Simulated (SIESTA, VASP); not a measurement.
An input for SIESTA (GGA PBEsol, numerical atomic orbitals TZP, PseudoDojo PBEsol standard norm-conserving potentials (rewritten from UPF to PSML)):

```
# files in the folder: Ca.psml Pb.psml F.psml (PseudoDojo PBEsol standard)
SystemName  CaPbF6
SystemLabel siesta

NumberOfAtoms                8
NumberOfSpecies              3
%block ChemicalSpeciesLabel
  1 20 Ca
  2 82 Pb
  3 9 F
%endblock ChemicalSpeciesLabel
LatticeConstant              1.0 Bohr
%block LatticeVectors
     0.000000000    7.994760381    7.994760381
     7.994760381    0.000000000    7.994760381
     7.994760381    7.994760381    0.000000000
%endblock LatticeVectors
AtomicCoordinatesFormat      ScaledCartesian
%block AtomicCoordinatesAndAtomicSpecies
     7.995535872    7.993537182    7.950709251  1
    -0.027102238   -0.035680616    0.054340386  2
     7.985902186    8.013228277   12.126532493  3
     8.016650034    7.949949749    3.798478547  3
    12.158399608    7.949989722    7.945832447  3
     3.857471884    8.047917542    8.005913071  3
     7.988044782   12.125357263    8.022654099  3
     7.988420536    3.919031539    8.058870364  3
%endblock AtomicCoordinatesAndAtomicSpecies

XC.functional                GGA
XC.authors                   PBEsol
PAO.BasisSize                TZP
PAO.EnergyShift              0.01 Ry
MeshCutoff                   350 Ry
%block kgrid.MonkhorstPack
    3   0   0  0.0
    0   3   0  0.0
    0   0   3  0.0
%endblock kgrid.MonkhorstPack
OccupationFunction           FD
ElectronicTemperature        116.05 K

MaxSCFIterations             150
SCF.Mixer.Method             Pulay
SCF.Mixer.Weight             0.25
SCF.Mixer.History            6
SCF.DM.Tolerance             1.0E-04
Diag.ParallelOverK           true
WriteForces                  true
```

Problem. Write the VASP files for the same calculation.

Solution. One set of files that does it:

**INCAR**
```
! general
SYSTEM =CaPbF6
PREC   =Accurate
ENCUT  =400
LREAL  =.False.
LASPH  =.True.

! electronic loop
EDIFF  =1E-6
NELM   =100
ALGO   =Normal
LMAXMIX=4

! smearing
ISMEAR =-1
SIGMA  =0.01

! functional
GGA    =PS

! ions
ISIF   =2

! output
LWAVE  =.False.
LCHARG =.False.
```

**KPOINTS**
```
Automatic
0
Gamma
  3 3 3
```

File POSCAR:
```
CaPbF6
1
    0.0000000000     4.2306450000     4.2306450000
    4.2306450000     0.0000000000     4.2306450000
    4.2306450000     4.2306450000     0.0000000000
Ca Pb F
1 1 6
Direct
  0.4971200000   0.4973700000   0.5027270000
  0.0028620000   0.0039350000  -0.0073250000
  0.7601140000   0.7566960000   0.2421960000
  0.2333890000   0.2417320000   0.7610060000
  0.2337420000   0.7601380000   0.7606580000
  0.7627720000   0.2386230000   0.2438770000
  0.7604960000   0.2429930000   0.7561670000
  0.2495060000   0.7585130000   0.2406940000
```

POTCAR, in this order: Ca_sv Pb_d F (PBE.64 set). Program: vasp_std.

Both inputs were run and reached self-consistency, which says nothing on mesh or cut-off. Potentials, basis and cut-offs are each code's own, so they don't translate, and total energies aren't comparable.

The structure comes from a computed database's CaPbF6 entry; how it stands against other phases isn't given here. The cell was not relaxed at this level, atoms are displaced from their ideal sites, and it may have been scaled.
